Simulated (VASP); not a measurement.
Shape and ions are relaxed at each volume.

Energy against volume of Re (hcp). Method: PW91 GGA, VASP's PBE PAW potentials (set 64) (plane waves; VASP).

```
V (Å³/atom)  E (eV/atom)
-----------  -----------
14.157         -12.26715
14.609         -12.32081
15.061         -12.33754
15.513         -12.32299
15.965         -12.28203
```

Task: Fit a third-order Birch-Murnaghan equation of state.

Result: 
```yaml
volume_per_atom: 15.06 Å³/atom
bulk_modulus: 368 GPa
pressure_derivative_of_the_bulk_modulus: 4.58
```

Measured: bulk modulus 369 GPa at 0 K (computed value off by -0.2 %), as given by Vázquez-Parga, Fernández-Martínez, Viñes, J. Chem. Theory Comput. (2023), doi:10.1021/acs.jctc.3c00612, Supporting … [zero-point energy and finite temperature contributions removed].

The compound is Re in the hcp structure. It was relaxed first.
